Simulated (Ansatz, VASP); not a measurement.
# AgB: VASP beside Ansatz, part 2 of 3

Aim: how closely do two programs agree when they are given the same cell, functional and k mesh? The cell is generated by rule, not measured, and may not be a known phase. The cell is taken from a series of runs on this material, whose earlier steps may have relaxed, scaled, displaced or heated it; both programs get it as it stands.

VASP 6.6.1 and Ansatz 0.2.0.

So far: The structure; Ansatz: zone-centre phonons, PBEsol.

## 3. VASP: zone-centre phonons, PBEsol

Level of this step: PBEsol; plane waves and PAW (B, Ag); invented cell (VASP).

The same cell, functional, mesh and smearing now go to VASP, with its own data sets.

Lines of VASP's logs that name or quote its potential files are left out, and so is its time.

Contents of INCAR:

```
SYSTEM = AgB
PREC = Accurate
ENCUT = 500
EDIFF = 1E-08
NELM = 120
ISMEAR = 1
SIGMA = 0.15
LREAL = .FALSE.
ALGO = Normal
GGA = PS
NBANDS = 20
LASPH = .TRUE.
LORBIT = 11
LWAVE = .FALSE.
LCHARG = .FALSE.
ISIF = 2
IBRION = 8
GGA_COMPAT = .FALSE.
KPAR = 2
```

Contents of POSCAR:

```
AgB
1.0
    1.8753303525      1.0827224838      4.4943523084
   -1.8753303525      1.0827224838      4.4943523084
    0.0000000000     -2.1654449676      4.4943523084
B Ag
2 2
Direct
    0.3332546409      0.3332546409      0.3332546409
    0.6667453591      0.6667453591      0.6667453591
    0.5000000000      0.5000000000      0.5000000000
    0.0000000000      0.0000000000      0.0000000000
```

Contents of KPOINTS:

```
Automatic mesh
0
Gamma
12 12 12
0 0 0
```

The projector-augmented-wave data sets are B and Ag (PBE family, release 64).

On the command line:

```
$ mpirun -np 2 vasp_std
```

What it wrote:

```text
[banner, memory and clock lines left out]
running    2 mpi-ranks, on    1 nodes
 distrk:  each k-point on    1 cores,    2 groups
 distr:  one band on    1 cores,    1 groups

 POSCAR found type information on POSCAR B Ag
 POSCAR found :  2 types and       4 ions
|                                                                             |
|               ----> ADVICE to this user running VASP <----                  |
|                                                                             |
|     You enforced a specific xc type in the INCAR file but a different       |
|     [... a line on the potential file left out ...]
|     I HOPE YOU KNOW WHAT YOU ARE DOING!                                     |
|                                                                             |

 LDA part: xc-table for (Slater+PW92), standard interpolation
 POSCAR, INCAR and KPOINTS ok, starting setup
 FFT: planning ... GRIDC
 FFT: planning ... GRID_SOFT
 FFT: planning ... GRID
 WAVECAR not read
 entering main loop
       N       E                     dE             d eps       ncg     rms          rms(c)
DAV:   1     0.146664057658E+03    0.14666E+03   -0.13605E+04  7632   0.128E+03
DAV:   2    -0.144534197142E+02   -0.16112E+03   -0.15481E+03  8288   0.282E+02
DAV:   3    -0.193336005958E+02   -0.48802E+01   -0.48143E+01  9080   0.498E+01
DAV:   4    -0.193737266433E+02   -0.40126E-01   -0.40070E-01  8236   0.448E+00
DAV:   5    -0.193741534415E+02   -0.42680E-03   -0.42672E-03  8976   0.471E-01    0.168E+01
DAV:   6    -0.166611333989E+02    0.27130E+01   -0.15001E+01  8944   0.432E+01    0.121E+01
DAV:   7    -0.164825657065E+02    0.17857E+00   -0.14733E+00  8244   0.134E+01    0.554E+00
DAV:   8    -0.164452209846E+02    0.37345E-01   -0.10991E-01  8608   0.300E+00    0.148E+00
DAV:   9    -0.164370295003E+02    0.81915E-02   -0.17011E-02  8436   0.152E+00    0.146E-01
DAV:  10    -0.164369233420E+02    0.10616E-03   -0.13473E-03  8496   0.331E-01    0.643E-02
DAV:  11    -0.164369160982E+02    0.72438E-05   -0.12249E-04  8296   0.995E-02    0.248E-02
DAV:  12    -0.164369146596E+02    0.14386E-05   -0.42825E-06  8352   0.195E-02    0.691E-03
DAV:  13    -0.164369148473E+02   -0.18767E-06   -0.52167E-07  8668   0.584E-03    0.103E-03
DAV:  14    -0.164369148648E+02   -0.17497E-07   -0.39725E-08  8364   0.189E-03    0.657E-04
DAV:  15    -0.164369148379E+02    0.26875E-07   -0.54454E-09  4604   0.604E-04    0.115E-04
DAV:  16    -0.164369148400E+02   -0.20509E-08   -0.62737E-10  4156   0.202E-04
   1 F= -.16436915E+02 E0= -.16436814E+02  d E =-.302727E-03
 Linear response reoptimize wavefunctions to high precision
DAV:   1    -0.164369148402E+02   -0.21464E-09   -0.59239E-11  4276   0.640E-05
DAV:   2    -0.164369148402E+02   -0.29104E-10   -0.86340E-12  4008   0.187E-05
 Linear response DOF=           6
 Linear response progress:
  Degree of freedom:   1/  6
       N       E                     dE             d eps       ncg     rms          rms(c)
RMM:   1    -0.399120017736E-01   -0.39912E-01    0.45308E-02 87521   0.108E+00
RMM:   2    -0.399891308807E-01   -0.77129E-04   -0.13959E-03 55219   0.230E-01    0.159E-01
RMM:   3    -0.400033542013E-01   -0.14223E-04   -0.27612E-04 57310   0.836E-02    0.820E-02
RMM:   4    -0.401898951846E-01   -0.18654E-03   -0.16879E-04 56412   0.634E-02    0.125E-02
RMM:   5    -0.401647157350E-01    0.25179E-04   -0.25688E-06 58392   0.102E-02    0.854E-04
RMM:   6    -0.401654269854E-01   -0.71125E-06   -0.59797E-08 58393   0.106E-03    0.515E-04
RMM:   7    -0.401643445218E-01    0.10825E-05   -0.16750E-08 59253   0.390E-04    0.109E-04
RMM:   8    -0.401646109755E-01   -0.26645E-06    0.39366E-08 59656   0.104E-04    0.686E-05
RMM:   9    -0.401645164757E-01    0.94500E-07    0.27316E-08 60258   0.310E-05    0.121E-05
RMM:  10    -0.401645036566E-01    0.12819E-07    0.64088E-09 60092   0.814E-06    0.380E-06
RMM:  11    -0.401645024461E-01    0.12105E-08    0.23541E-09 46146   0.333E-06    0.142E-06
 first order change of Fermi-energy   0.10083E-04
 force on displaced ion       1 direction 1 :  -5.743  -0.003  -0.000
 Linear response progress:
  Degree of freedom:   2/  6
       N       E                     dE             d eps       ncg     rms          rms(c)
RMM:   1    -0.393772909561E-01   -0.39377E-01    0.18975E-02 18219   0.960E-01
RMM:   2    -0.391683608138E-01    0.20893E-03   -0.77020E-04 11919   0.179E-01    0.120E-01
RMM:   3    -0.391588649187E-01    0.94959E-05   -0.39471E-04 12062   0.101E-01    0.601E-02
RMM:   4    -0.392900065934E-01   -0.13114E-03   -0.56441E-05 11782   0.394E-02    0.218E-02
RMM:   5    -0.393270471127E-01   -0.37041E-04   -0.38516E-06 12279   0.111E-02    0.756E-03
RMM:   6    -0.393143675814E-01    0.12680E-04   -0.10271E-06 12361   0.532E-03    0.154E-03
RMM:   7    -0.393046326202E-01    0.97350E-05   -0.74104E-08 12589   0.137E-03    0.218E-04
RMM:   8    -0.393041737222E-01    0.45890E-06    0.29201E-12 12733   0.209E-04    0.130E-04
RMM:   9    -0.393040264742E-01    0.14725E-06   -0.86604E-10 12780   0.904E-05    0.497E-05
RMM:  10    -0.393040209918E-01    0.54824E-08   -0.93579E-10 12719   0.385E-05    0.106E-05
 first order change of Fermi-energy  -0.41997E+00
 force on displaced ion       1 direction 3 :   0.000   0.000  -3.755
 Linear response progress:
  Degree of freedom:   3/  6
       N       E                     dE             d eps       ncg     rms          rms(c)
RMM:   1    -0.301185527386E+00   -0.30119E+00   -0.21996E-01 31144   0.318E+00
RMM:   2    -0.299559266238E+00    0.16263E-02   -0.18832E-03 28780   0.313E-01    0.828E-02
RMM:   3    -0.299190900868E+00    0.36837E-03   -0.16961E-04 30728   0.706E-02    0.455E-02
RMM:   4    -0.298987599901E+00    0.20330E-03   -0.19245E-04 30677   0.721E-02    0.954E-03
RMM:   5    -0.298984838480E+00    0.27614E-05   -0.63356E-06 31332   0.145E-02    0.261E-03
RMM:   6    -0.298959828734E+00    0.25010E-04   -0.11906E-06 31389   0.569E-03    0.870E-04
RMM:   7    -0.298949421208E+00    0.10408E-04   -0.32765E-09 32540   0.119E-03    0.156E-04
RMM:   8    -0.298947445706E+00    0.19755E-05    0.12123E-07 32778   0.323E-04    0.321E-05
RMM:   9    -0.298947098304E+00    0.34740E-06    0.10469E-08 33304   0.658E-05    0.117E-05
RMM:  10    -0.298947120223E+00   -0.21919E-07    0.37880E-09 33571   0.210E-05    0.567E-06
RMM:  11    -0.298947124412E+00   -0.41887E-08   -0.33713E-09 31960   0.136E-05    0.124E-06
 first order change of Fermi-energy  -0.21907E-04
 force on displaced ion       3 direction 1 :   1.159  -0.000  -0.000
 Linear response progress:
  Degree of freedom:   4/  6
       N       E                     dE             d eps       ncg     rms          rms(c)
RMM:   1    -0.310820217938E+00   -0.31082E+00   -0.23765E-01 12492   0.334E+00
RMM:   2    -0.303991059428E+00    0.68292E-02   -0.24757E-03 11415   0.360E-01    0.806E-02
RMM:   3    -0.304012287066E+00   -0.21228E-04   -0.88915E-05 12023   0.518E-02    0.443E-02
RMM:   4    -0.304020364222E+00   -0.80772E-05   -0.21730E-05 12362   0.277E-02    0.205E-02
RMM:   5    -0.304062389180E+00   -0.42025E-04   -0.75811E-06 12226   0.165E-02    0.374E-03
RMM:   6    -0.304065457835E+00   -0.30687E-05   -0.41827E-07 12512   0.401E-03    0.395E-04
RMM:   7    -0.304062286962E+00    0.31709E-05   -0.12302E-08 12743   0.644E-04    0.147E-04
RMM:   8    -0.304060367389E+00    0.19196E-05   -0.16548E-09 12903   0.142E-04    0.481E-05
RMM:   9    -0.304059966236E+00    0.40115E-06   -0.13234E-09 13034   0.601E-05    0.191E-05
RMM:  10    -0.304059688818E+00    0.27742E-06   -0.15417E-09 12994   0.286E-05    0.514E-06
RMM:  11    -0.304059653882E+00    0.34937E-07   -0.33245E-09 13021   0.121E-05    0.178E-06
RMM:  12    -0.304059670731E+00   -0.16849E-07   -0.60129E-09 11543   0.784E-06    0.506E-07
RMM:  13    -0.304059676548E+00   -0.58169E-08   -0.10592E-09  5910   0.601E-06    0.160E-07
 first order change of Fermi-energy   0.35335E-03
 force on displaced ion       3 direction 3 :   0.000  -0.000  -8.153
 Linear response progress:
  Degree of freedom:   5/  6
       N       E                     dE             d eps       ncg     rms          rms(c)
RMM:   1    -0.298324009800E+00   -0.29832E+00   -0.21826E-01 31319   0.348E+00
RMM:   2    -0.293776368035E+00    0.45476E-02   -0.30703E-03 28650   0.403E-01    0.149E-01
RMM:   3    -0.293426034718E+00    0.35033E-03   -0.33931E-04 31601   0.109E-01    0.857E-02
RMM:   4    -0.293559055009E+00   -0.13302E-03   -0.43176E-04 30708   0.121E-01    0.155E-02
RMM:   5    -0.293592792356E+00   -0.33737E-04   -0.16741E-05 31566   0.247E-02    0.304E-03
RMM:   6    -0.293584111493E+00    0.86809E-05   -0.14199E-06 32106   0.668E-03    0.142E-03
RMM:   7    -0.293566277557E+00    0.17834E-04   -0.61101E-08 32704   0.178E-03    0.135E-04
RMM:   8    -0.293564807549E+00    0.14700E-05    0.63903E-08 33774   0.257E-04    0.493E-05
RMM:   9    -0.293563931899E+00    0.87565E-06    0.68128E-08 33652   0.569E-05    0.109E-05
RMM:  10    -0.293563754949E+00    0.17695E-06    0.25539E-08 34182   0.199E-05    0.246E-06
RMM:  11    -0.293563741167E+00    0.13783E-07    0.94389E-10 32125   0.764E-06    0.119E-06
RMM:  12    -0.293563749225E+00   -0.80587E-08    0.16318E-09 21264   0.489E-06    0.639E-07
 first order change of Fermi-energy   0.30240E-04
 force on displaced ion       4 direction 1 : -13.292   0.000  -0.000
 Linear response progress:
  Degree of freedom:   6/  6
       N       E                     dE             d eps       ncg     rms          rms(c)
RMM:   1    -0.308001966162E+00   -0.30800E+00   -0.20407E-01 12947   0.358E+00
RMM:   2    -0.304077100157E+00    0.39249E-02   -0.34331E-03 11486   0.425E-01    0.194E-01
RMM:   3    -0.303255730503E+00    0.82137E-03   -0.93054E-04 11740   0.172E-01    0.101E-01
RMM:   4    -0.303208015480E+00    0.47715E-04   -0.64118E-04 11738   0.144E-01    0.244E-02
RMM:   5    -0.303249833097E+00   -0.41818E-04   -0.15147E-05 12535   0.245E-02    0.109E-02
RMM:   6    -0.303238099469E+00    0.11734E-04   -0.27877E-06 10840   0.923E-03    0.251E-03
RMM:   7    -0.303211272383E+00    0.26827E-04   -0.20300E-07 12774   0.265E-03    0.677E-04
RMM:   8    -0.303198193004E+00    0.13079E-04   -0.72324E-09 12982   0.484E-04    0.235E-04
RMM:   9    -0.303190959782E+00    0.72332E-05   -0.76250E-10 12796   0.226E-04    0.700E-05
RMM:  10    -0.303191365477E+00   -0.40570E-06   -0.79479E-10 12977   0.110E-04    0.152E-05
RMM:  11    -0.303191379965E+00   -0.14488E-07    0.99680E-10 12964   0.344E-05    0.635E-06
RMM:  12    -0.303191398729E+00   -0.18764E-07    0.76323E-11 12803   0.183E-05    0.934E-07
RMM:  13    -0.303191408089E+00   -0.93599E-08    0.10576E-08 12557   0.740E-06    0.337E-07
 first order change of Fermi-energy  -0.11057E-02
 force on displaced ion       4 direction 3 :   0.000   0.000   0.498
 Linear response finished
```

[end of part 2 of 3]

[Lines on the potential files, build, host, timing and source positions are cut from VASP's logs without a mark.]

[Logs are printed without paths, hosts, clocks, repeated set-up lines and the standing remarks that a program may print on its own settings, such as how far it seeks lower states.]

[Hosts, paths, dates, database ids (printed as entryN), source tags and the programs' standing remarks are cut or masked in the printed files.]
